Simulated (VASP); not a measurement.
Energy against volume of Yb (fcc). These are AM05 GGA, VASP's PBE PAW potentials (set 64) (plane waves; VASP) values and carry that method's errors. Numerical set-up: 520 eV cut-off, 9×9×9 Γ-centred mesh, Gaussian smearing of 0.050 eV, potentials Yb_2.

The 4f electrons are frozen in the core of the lanthanide potential, so 4f levels, which can set the real gap, and their magnetism are missing.

| V (Å³/atom) | E (eV/atom) |
|---|---|
| 36.628 | -1.54496 |
| 37.761 | -1.54793 |
| 38.894 | -1.54714 |
| 40.027 | -1.54302 |

**Question.** Fit these four points and predict the energy of the run at 35.496 Å³/atom.

**Answer.** A cubic in V^(−2/3), the third-order Birch-Murnaghan form, passes through the four points with V0 = 38.07 Å³/atom and B0 = 17 GPa, and gives -1.5377 eV/atom there. The run gave -1.5377 eV/atom, +0.1 meV/atom from the fit; all five points give B0 = 17 GPa.

The compound is Yb in the fcc structure. It was relaxed first, which changed the volume by -7 %.
